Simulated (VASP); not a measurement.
Output of a VASP run:

### OSZICAR
```
       N       E                     dE             d eps       ncg     rms          rms(c)
DAV:   1     0.920211999105E+02    0.92021E+02   -0.87738E+03 13439   0.138E+03
DAV:   2    -0.151685814770E+02   -0.10719E+03   -0.96459E+02 13254   0.262E+02
DAV:   3    -0.185706518163E+02   -0.34021E+01   -0.32683E+01 16349   0.565E+01
DAV:   4    -0.186080074528E+02   -0.37356E-01   -0.37335E-01 14731   0.498E+00
DAV:   5    -0.186090625903E+02   -0.10551E-02   -0.10551E-02 18012   0.958E-01    0.183E+01
DAV:   6    -0.191566355274E+02   -0.54757E+00   -0.10989E+01 13970   0.802E+01    0.202E+01
DAV:   7    -0.172673665046E+02    0.18893E+01   -0.96517E+00 16630   0.828E+01    0.965E+00
DAV:   8    -0.170695379800E+02    0.19783E+00   -0.52082E-01 17841   0.120E+01    0.479E+00
DAV:   9    -0.170262463420E+02    0.43292E-01   -0.14112E-01 18438   0.774E+00    0.216E+00
DAV:  10    -0.170109414593E+02    0.15305E-01   -0.29429E-02 20042   0.358E+00    0.812E-01
DAV:  11    -0.170107582145E+02    0.18324E-03   -0.30354E-03 18140   0.960E-01    0.309E-01
DAV:  12    -0.170106954195E+02    0.62795E-04   -0.12667E-04 17458   0.149E-01    0.122E-01
DAV:  13    -0.170107674385E+02   -0.72019E-04   -0.65245E-05 16399   0.150E-01    0.857E-02
DAV:  14    -0.170107691137E+02   -0.16752E-05   -0.31267E-05 18665   0.130E-01    0.139E-02
DAV:  15    -0.170107691254E+02   -0.11704E-07   -0.30800E-06 18530   0.248E-02    0.576E-03
DAV:  16    -0.170107690260E+02    0.99355E-07   -0.47073E-07 13355   0.183E-02
   1 F= -.17010769E+02 E0= -.17010538E+02  d E =-.170108E+02  mag=     3.0300
```

OUTCAR:
```
------------------------ aborting loop because EDIFF is reached ----------------------------------------
  FORCE on cell =-STRESS in cart. coord.  units (eV):
  Direction    XX          YY          ZZ          XY          YZ          ZX
  --------------------------------------------------------------------------------------
  Total       -0.0063221     -0.0063221      0.0077127      0.0000000      0.0000000      0.0000000
  in kB       -0.3892478     -0.3892478      0.4748662      0.0000000      0.0000000      0.0000000
  external PRESSURE =      -0.1012098 kB  Pullay stress =       0.0000000 kB
  volume of cell :       26.02
      direct lattice vectors                 reciprocal lattice vectors
     2.656749400  0.000000000  0.000000000     0.376399821  0.000000000  0.000000000
     0.000000000  2.656749400  0.000000000     0.000000000  0.376399821  0.000000000
     0.000000000  0.000000000  3.686771625     0.000000000  0.000000000  0.271240017
 POSITION                                       TOTAL-FORCE (eV/Angst)
 -----------------------------------------------------------------------------------
      0.00000      0.00000      0.00000         0.000000      0.000000      0.000000
      1.32837      1.32837      1.84339         0.000000      0.000000      0.000000
 -----------------------------------------------------------------------------------
    total drift:                               -0.000000      0.000000      0.000000
  FREE ENERGIE OF THE ION-ELECTRON SYSTEM (eV)
  ---------------------------------------------------
  free  energy   TOTEN  =       -17.0107690260 eV

  energy  without entropy=      -17.0100762467  energy(sigma->0) =      -17.01053810

 total charge

# of ion       s       p       d       tot
------------------------------------------
    1        0.431   0.497   6.216   7.145
    2        0.745   0.734   8.089   9.569
--------------------------------------------------
tot          1.176   1.232  14.305  16.713

 magnetization (x)

# of ion       s       p       d       tot
------------------------------------------
    1       -0.000  -0.001   2.661   2.659
    2       -0.022  -0.056   0.394   0.316
--------------------------------------------------
tot         -0.022  -0.057   3.055   2.975

 reached required accuracy - stopping structural energy minimisation
```
(Selected blocks of OUTCAR.)

### POSCAR
```
FePt
1
    2.6567494003     0.0000000000     0.0000000000
    0.0000000000     2.6567494003     0.0000000000
    0.0000000000     0.0000000000     3.6867716252
Fe Pt
1 1
Direct
  0.0000000000   0.0000000000   0.0000000000
  0.5000000000   0.5000000000   0.5000000000
```

### Question
Write an INCAR and KPOINTS that could have produced this output.

### Answer
One answer among several that fit: the input of the run itself, LDA (Ceperley-Alder, Perdew-Zunger), plane waves, VASP's LDA PAW potentials (set 64).

File KPOINTS:
```
kpoints
0
Gamma
 14 14 10
0 0 0
```

**INCAR**
```
SYSTEM  =  FePt
PREC  =  Accurate; ENCUT  =  520; LREAL  =  .FALSE.
LASPH  =  .TRUE.
EDIFF  =  1E-7; NELM  =  100; ALGO  =  Normal
LMAXMIX  =  6
ISMEAR  =  1; SIGMA  =  0.1
MAGMOM  =  2.7 0.3
ISPIN  =  2
IBRION  =  2; NSW  =  30; ISIF  =  4
EDIFFG  =  -0.01
LWAVE  =  .FALSE.; LCHARG  =  .FALSE.; LORBIT  =  10
```

POTCAR, in this order: Fe Pt (LDA.64 set). Program: vasp_std.

The compound is FePt in the L1_0 structure. It was relaxed first, which changed the volume by -5 %.
